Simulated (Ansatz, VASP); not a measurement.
# TaN: VASP beside Ansatz, part 2 of 2

Aim: how closely do two programs agree when they are given the same cell, functional and k mesh? The cell is taken from a series of runs on this material, whose earlier steps may have relaxed, scaled, displaced or heated it; both programs get it as it stands.

VASP 6.6.1 and Ansatz 0.2.0.

So far: The structure; Ansatz: zone-centre phonons, LDA.

## 3. VASP: zone-centre phonons, LDA

Level of this step: LDA; plane waves and PAW (N, Ta_pv) (VASP).

The same cell, functional (in two slightly different forms), mesh and smearing now go to VASP, with its own data sets.

Lines of VASP's logs that name or quote its potential files are left out, and so is its time.

INCAR reads:

```
SYSTEM = TaN
PREC = Accurate
ENCUT = 600
EDIFF = 1E-08
NELM = 120
ISMEAR = 1
SIGMA = 0.2
LREAL = .FALSE.
ALGO = Normal
GGA = PW92
NBANDS = 14
LASPH = .TRUE.
LORBIT = 11
LWAVE = .FALSE.
LCHARG = .FALSE.
ISIF = 2
IBRION = 8
GGA_COMPAT = .FALSE.
KPAR = 2
```

POSCAR reads:

```
TaN
1.0
    2.8483782546      0.0000000000      0.0000000000
   -1.4241891273      2.4667679281      0.0000000000
    0.0000000000      0.0000000000      2.8751232937
N Ta
1 1
Direct
    0.6666666667      0.3333333333      0.0000000000
    0.0000000000      1.0000000000      0.5000000000
```

KPOINTS reads:

```
Automatic mesh
0
Gamma
18 18 16
0 0 0
```

The projector-augmented-wave data sets are N and Ta_pv (LDA family, release 64).

Launch:

```sh
> mpirun -np 2 vasp_std
```

Numbers of over 12 decimals in the logs are rounded to 6 here.

The log of the run:

```text
[banner, memory and clock lines left out]
running    2 mpi-ranks, on    1 nodes
 distrk:  each k-point on    1 cores,    2 groups
 distr:  one band on    1 cores,    1 groups

 POSCAR found type information on POSCAR N Ta
 POSCAR found :  2 types and       2 ions
|                                                                             |
|               ----> ADVICE to this user running VASP <----                  |
|                                                                             |
|     You enforced a specific xc type in the INCAR file but a different       |
|     [... a line on the potential file left out ...]
|     I HOPE YOU KNOW WHAT YOU ARE DOING!                                     |
|                                                                             |

 LDA part: xc-table for (Slater(with rela. corr.)+PW92), standard interpolation
 POSCAR, INCAR and KPOINTS ok, starting setup
 FFT: planning ... GRIDC
 FFT: planning ... GRID_SOFT
 FFT: planning ... GRID
 WAVECAR not read
 entering main loop
       N       E                     dE             d eps       ncg     rms          rms(c)
DAV:   1     0.100717385857E+03    0.10072E+03   -0.97776E+03  9332   0.134E+03
DAV:   2    -0.239058687366E+02   -0.12462E+03   -0.11831E+03 11358   0.336E+02
DAV:   3    -0.271818435686E+02   -0.32760E+01   -0.32596E+01 10680   0.511E+01
DAV:   4    -0.271965224739E+02   -0.14679E-01   -0.14676E-01 11328   0.376E+00
DAV:   5    -0.271966257949E+02   -0.10332E-03   -0.10332E-03 10932   0.292E-01    0.264E+01
DAV:   6    -0.248028806467E+02    0.23937E+01   -0.45021E+00 10380   0.252E+01    0.113E+01
DAV:   7    -0.247066981382E+02    0.96183E-01   -0.43604E-01 12324   0.585E+00    0.765E+00
DAV:   8    -0.246742679502E+02    0.32430E-01   -0.13938E-01 12144   0.319E+00    0.138E+00
DAV:   9    -0.246689259886E+02    0.53420E-02   -0.11588E-02 10218   0.902E-01    0.166E-01
DAV:  10    -0.246687658161E+02    0.16017E-03   -0.75825E-04 11538   0.321E-01    0.101E-01
DAV:  11    -0.246687329815E+02    0.32835E-04   -0.60746E-05 10842   0.762E-02    0.119E-02
DAV:  12    -0.246687331429E+02   -0.16134E-06   -0.37641E-06 11160   0.185E-02    0.296E-03
DAV:  13    -0.246687331107E+02    0.32210E-07   -0.14067E-07 11868   0.338E-03    0.155E-03
DAV:  14    -0.246687331031E+02    0.75929E-08   -0.14948E-08  8202   0.128E-03
   1 F= -.24668733E+02 E0= -.24668950E+02  d E =0.649418E-03
 Linear response reoptimize wavefunctions to high precision
DAV:   1    -0.246687331029E+02    0.21487E-09   -0.74453E-10  8010   0.304E-04
DAV:   2    -0.246687331029E+02   -0.13415E-10   -0.69341E-11  6024   0.899E-05
 Linear response DOF=           4
 Linear response progress:
  Degree of freedom:   1/  4
       N       E                     dE             d eps       ncg     rms          rms(c)
RMM:   1    -0.230552774168E+00   -0.23055E+00    0.10524E-01 92907   0.288E+00
RMM:   2    -0.224286996159E+00    0.62658E-02   -0.37670E-03 70604   0.483E-01    0.190E-01
RMM:   3    -0.225174444913E+00   -0.88745E-03   -0.70659E-04 67478   0.176E-01    0.104E-01
RMM:   4    -0.226499031787E+00   -0.13246E-02   -0.37631E-04 67675   0.123E-01    0.278E-02
RMM:   5    -0.226572204375E+00   -0.73173E-04   -0.11846E-05 75947   0.258E-02    0.263E-03
RMM:   6    -0.226576769586E+00   -0.45652E-05   -0.11574E-06 75142   0.554E-03    0.654E-04
RMM:   7    -0.226569436904E+00    0.73327E-05   -0.14988E-07 78030   0.156E-03    0.296E-04
RMM:   8    -0.226570918682E+00   -0.14818E-05   -0.54498E-08 77622   0.458E-04    0.815E-05
RMM:   9    -0.226570276478E+00    0.64220E-06   -0.12397E-08 74995   0.163E-04    0.122E-05
RMM:  10    -0.226570201677E+00    0.74801E-07    0.74364E-09 81584   0.506E-05    0.648E-06
RMM:  11    -0.226570250806E+00   -0.49128E-07   -0.69361E-09 78894   0.187E-05    0.148E-06
RMM:  12    -0.226570265555E+00   -0.14749E-07    0.91113E-10 66920   0.993E-06    0.687E-07
RMM:  13    -0.226570264451E+00    0.11040E-08    0.15263E-09 41820   0.750E-06    0.262E-07
 first order change of Fermi-energy   0.23082E-04
 force on displaced ion       1 direction 1 : -15.464   0.001   0.000
 Linear response progress:
  Degree of freedom:   2/  4
       N       E                     dE             d eps       ncg     rms          rms(c)
RMM:   1    -0.235688342684E+00   -0.23569E+00    0.16380E-01 31475   0.302E+00
RMM:   2    -0.230755132203E+00    0.49332E-02   -0.43327E-03 25193   0.511E-01    0.169E-01
RMM:   3    -0.231525223826E+00   -0.77009E-03   -0.12236E-03 23945   0.211E-01    0.850E-02
RMM:   4    -0.232845634938E+00   -0.13204E-02   -0.55268E-04 24509   0.138E-01    0.230E-02
RMM:   5    -0.232984064954E+00   -0.13843E-03   -0.20088E-05 26007   0.352E-02    0.456E-03
RMM:   6    -0.232996574396E+00   -0.12509E-04   -0.14809E-06 26323   0.871E-03    0.936E-04
RMM:   7    -0.232985253106E+00    0.11321E-04   -0.12748E-07 25245   0.234E-03    0.292E-04
RMM:   8    -0.232986658516E+00   -0.14054E-05   -0.10470E-08 28020   0.691E-04    0.899E-05
RMM:   9    -0.232987366374E+00   -0.70786E-06    0.12274E-09 26802   0.192E-04    0.185E-05
RMM:  10    -0.232987229117E+00    0.13726E-06   -0.24779E-09 27764   0.600E-05    0.438E-06
RMM:  11    -0.232987256119E+00   -0.27002E-07    0.22915E-09 26865   0.222E-05    0.979E-07
RMM:  12    -0.232987264440E+00   -0.83211E-08   -0.32568E-09 25840   0.109E-05    0.463E-07
 first order change of Fermi-energy  -0.43105E-05
 force on displaced ion       1 direction 3 :  -0.000   0.000 -16.875
 Linear response progress:
  Degree of freedom:   3/  4
       N       E                     dE             d eps       ncg     rms          rms(c)
RMM:   1    -0.127259052702E+00   -0.12726E+00    0.11576E+01 42164   0.245E+01
RMM:   2    -0.156242612479E+00   -0.28984E-01   -0.25111E-02 63743   0.145E+00    0.187E-01
RMM:   3    -0.154956758910E+00    0.12859E-02   -0.29019E-03 74023   0.359E-01    0.104E-01
RMM:   4    -0.154143453536E+00    0.81331E-03   -0.36289E-04 82253   0.124E-01    0.412E-02
RMM:   5    -0.153838376532E+00    0.30508E-03   -0.50349E-05 81892   0.326E-02    0.720E-03
RMM:   6    -0.153843818501E+00   -0.54420E-05   -0.28477E-06 76065   0.127E-02    0.127E-03
RMM:   7    -0.153842617454E+00    0.12010E-05    0.19344E-08 83897   0.383E-03    0.398E-04
RMM:   8    -0.153845450917E+00   -0.28335E-05   -0.15367E-06 90717   0.143E-03    0.155E-04
RMM:   9    -0.153846350075E+00   -0.89916E-06   -0.30301E-07 78809   0.567E-04    0.351E-05
RMM:  10    -0.153846766011E+00   -0.41594E-06   -0.36101E-07 85460   0.260E-04    0.116E-05
RMM:  11    -0.153846789582E+00   -0.23572E-07    0.55567E-09 89188   0.109E-04    0.407E-06
RMM:  12    -0.153846826415E+00   -0.36832E-07   -0.83610E-08 87391   0.593E-05    0.145E-06
RMM:  13    -0.153846847220E+00   -0.20806E-07    0.17369E-08 81304   0.361E-05    0.543E-07
RMM:  14    -0.153846859966E+00   -0.12746E-07   -0.86944E-09 75521   0.223E-05    0.307E-07
RMM:  15    -0.153846864851E+00   -0.48849E-08    0.14125E-08 54108   0.153E-05    0.995E-08
 first order change of Fermi-energy  -0.55897E-04
 force on displaced ion       2 direction 1 : -15.463   0.000   0.000
 Linear response progress:
  Degree of freedom:   4/  4
       N       E                     dE             d eps       ncg     rms          rms(c)
RMM:   1    -0.153007539268E+00   -0.15301E+00    0.98386E+00 14959   0.237E+01
RMM:   2    -0.181677892688E+00   -0.28670E-01   -0.28160E-02 21915   0.149E+00    0.139E-01
RMM:   3    -0.181183369087E+00    0.49452E-03   -0.20704E-03 26025   0.307E-01    0.744E-02
RMM:   4    -0.180791950118E+00    0.39142E-03   -0.18428E-04 27118   0.964E-02    0.219E-02
RMM:   5    -0.180693289962E+00    0.98660E-04   -0.21912E-05 28393   0.257E-02    0.686E-03
RMM:   6    -0.180666772940E+00    0.26517E-04   -0.56393E-06 26477   0.972E-03    0.529E-04
RMM:   7    -0.180668804586E+00   -0.20316E-05   -0.18610E-06 29655   0.279E-03    0.301E-04
RMM:   8    -0.180671880242E+00   -0.30757E-05   -0.15108E-06 27387   0.114E-03    0.587E-05
RMM:   9    -0.180672253799E+00   -0.37356E-06   -0.86054E-07 31088   0.461E-04    0.307E-05
RMM:  10    -0.180672479021E+00   -0.22522E-06   -0.46067E-07 29657   0.218E-04    0.105E-05
RMM:  11    -0.180672622860E+00   -0.14384E-06   -0.26792E-07 27368   0.126E-04    0.562E-06
RMM:  12    -0.180672714041E+00   -0.91181E-07   -0.13553E-07 27239   0.806E-05    0.162E-06
RMM:  13    -0.180672694738E+00    0.19303E-07   -0.87835E-08 27103   0.442E-05    0.206E-06
RMM:  14    -0.180672745271E+00   -0.50533E-07   -0.44513E-08 26645   0.326E-05    0.824E-07
RMM:  15    -0.180672725013E+00    0.20258E-07   -0.30332E-08 24460   0.200E-05    0.112E-06
RMM:  16    -0.180672733424E+00   -0.84116E-08   -0.16039E-08 21163   0.134E-05    0.893E-07
 first order change of Fermi-energy  -0.10679E-02
 force on displaced ion       2 direction 3 :  -0.000  -0.000 -16.872
 Linear response finished
```

OUTCAR, selected parts (step 3):

```text
ion  position               nearest neighbor table
   1  0.667  0.333  0.000-   2 2.18   2 2.18   2 2.18   2 2.18   2 2.18   2 2.18
   2  0.000  0.000  0.500-   1 2.18   1 2.18   1 2.18   1 2.18   1 2.18   1 2.18

  LATTYP: Found a hexagonal cell.
 ALAT       =     2.8483782546
 C/A-ratio  =     1.0093895672

 Subroutine GETGRP returns: Found 12 space group operations
 (whereof 12 operations were pure point group operations)

The static configuration has the point symmetry D_3h.

 Found    333 irreducible k-points:

   k-points           NKPTS =    333   k-points in BZ     NKDIM =    333   number of bands    NBANDS=     14

   dimension x,y,z NGX =    24 NGY =   24 NGZ =   24
   dimension x,y,z NGXF=    48 NGYF=   48 NGZF=   48

   ENCUT  =  600.0 eV  44.10 Ry    6.64 a.u.   5.69  5.69  5.74*2*pi/ulx,y,z

   NELECT =      16.0000    total number of electrons

 k-points in reciprocal lattice and weights: Automatic mesh
   0.00000000  0.00000000  0.00000000       0.000
   0.05555556  0.00000000  0.00000000       0.001
   0.11111111  0.00000000  0.00000000       0.001
   0.16666667  0.00000000  0.00000000       0.001
   0.22222222  0.00000000  0.00000000       0.001
   0.27777778  0.00000000  0.00000000       0.001
   0.33333333  0.00000000  0.00000000       0.001
   0.38888889  0.00000000  0.00000000       0.001
   0.44444444  0.00000000  0.00000000       0.001
[...]
0.33333333  0.27777778  0.50000000       0.002
   0.33333333  0.33333333  0.50000000       0.000

 average (electrostatic) potential at core
       1 -60.7251       2 -34.5736

  Total        2.5693917      2.5693917      0.2418701      0.0000000     -0.0000000      0.0000000
  in kB      203.7785543    203.7785543     19.1827266      0.0000000     -0.0000000      0.0000000
  external PRESSURE =     142.2466117 kB  Pullay stress =       0.0000000 kB

  energy-cutoff  :      600.00
  volume of cell :       20.20
      direct lattice vectors                 reciprocal lattice vectors
     2.848378255  0.000000000  0.000000000     0.351076968  0.202694382  0.000000000
    -1.424189127  2.466767928  0.000000000     0.000000000  0.405388763  0.000000000
     0.000000000  0.000000000  2.875123294     0.000000000  0.000000000  0.347811171

 POSITION                                       TOTAL-FORCE (eV/Angst)
 -----------------------------------------------------------------------------------
      1.42419      0.82226      0.00000        -0.000000     -0.000000      0.000000
      0.00000      0.00000      1.43756         0.000000      0.000000      0.000000
 -----------------------------------------------------------------------------------
    total drift:                               -0.000000      0.000000      0.000000

 Eigenvectors and eigenvalues of the dynamical matrix
 ----------------------------------------------------

   1 f  =   17.814379 THz   111.931044 2PiTHz  594.223721 cm-1    73.674319 meV
             X         Y         Z           dx          dy          dz
      1.424189  0.822256  0.000000     0.000000   -0.000000   -0.963426
      0.000000  0.000000  1.437562     0.000000    0.000000    0.267974

   2 f  =   17.053678 THz   107.151421 2PiTHz  568.849475 cm-1    70.528314 meV
             X         Y         Z           dx          dy          dz
      1.424189  0.822256  0.000000     0.000000    0.963425   -0.000000
      0.000000  0.000000  1.437562     0.000000   -0.267976    0.000000

   3 f  =   17.053678 THz   107.151421 2PiTHz  568.849475 cm-1    70.528314 meV
             X         Y         Z           dx          dy          dz
      1.424189  0.822256  0.000000    -0.963425    0.000000   -0.000000
      0.000000  0.000000  1.437562     0.267976    0.000000    0.000000

   4 f/i=    0.000245 THz     0.001539 2PiTHz    0.008168 cm-1     0.001013 meV
             X         Y         Z           dx          dy          dz
      1.424189  0.822256  0.000000    -0.000000   -0.267976    0.000000
      0.000000  0.000000  1.437562     0.000000   -0.963425    0.000000

   5 f/i=    0.000245 THz     0.001539 2PiTHz    0.008168 cm-1     0.001013 meV
             X         Y         Z           dx          dy          dz
      1.424189  0.822256  0.000000    -0.267976    0.000000   -0.000000
      0.000000  0.000000  1.437562    -0.963425    0.000000    0.000000

   6 f/i=    0.000299 THz     0.001876 2PiTHz    0.009959 cm-1     0.001235 meV
             X         Y         Z           dx          dy          dz
      1.424189  0.822256  0.000000     0.000000   -0.000000   -0.267974
      0.000000  0.000000  1.437562     0.000000    0.000000   -0.963426

 ELASTIC MODULI CONTR FROM IONIC RELAXATION (kBar)
 Direction    XX          YY          ZZ          XY          YZ          ZX
 --------------------------------------------------------------------------------
 XX         -37.0969     37.0969      0.0000      0.0000      0.0000      0.0000
 YY          37.0969    -37.0969      0.0000     -0.0000      0.0000      0.0000
 ZZ           0.0000      0.0000      0.0000      0.0000      0.0000      0.0000
 XY           0.0000     -0.0000      0.0000    -37.0969      0.0000      0.0000
 YZ           0.0000      0.0000      0.0000      0.0000      0.0000      0.0000
 ZX           0.0000      0.0000      0.0000      0.0000      0.0000      0.0000
 --------------------------------------------------------------------------------
```

## 4. Differences

Known differences besides the potentials themselves: the data sets hold 18 valence electrons in Ansatz (on its PAW soft_1 files) and 16 in VASP; the cutoff is 420 eV in Ansatz and 600 eV in VASP; VASP's log shows a relativistic correction to its local exchange, Ansatz's none. Total energies have different zeros and are not compared.

The two programs side by side:

| quantity | Ansatz | VASP | difference |
| --- | --- | --- | --- |
| optical mode 1 to 2 (cm⁻¹) | 565.6 | 568.8 | -0.57 % |
| optical mode 3 (cm⁻¹) | 590.5 | 594.2 | -0.63 % |

Modes are paired by rising frequency, not by their patterns, so a pair may set unlike modes beside each other; they are those without the splitting of longitudinal modes.

## 5. Results

```json
{"r.m.s. difference of the optical zone-centre modes, each program's sorted by frequency (zone-centre phonons, LDA)": "3.4 cm⁻¹", "difference in optical mode 3 (zone-centre phonons, LDA)": "-0.6 %"}
```

In words: The r.m.s. difference of the optical zone-centre modes, each program's sorted by frequency is 3.4 cm⁻¹ (zone-centre phonons, LDA). The data sets hold unlike numbers of valence electrons (18 in Ansatz and 16 in VASP), so part of the differences comes from the potentials. Among the rows given in per cent, the largest difference of the zone-centre phonons, LDA pair is in optical mode 3, -0.6 %. How closely two codes agree says nothing of how well the functional describes the real material.

[Lines on the potential files, build, host, timing and source positions are cut from VASP's logs without a mark.]

[Logs are printed without paths, hosts, clocks, repeated set-up lines and the standing remarks that a program may print on its own settings, such as how far it seeks lower states.]

[Hosts, paths, dates, database ids (printed as entryN), source tags and the programs' standing remarks are cut or masked in the printed files.]
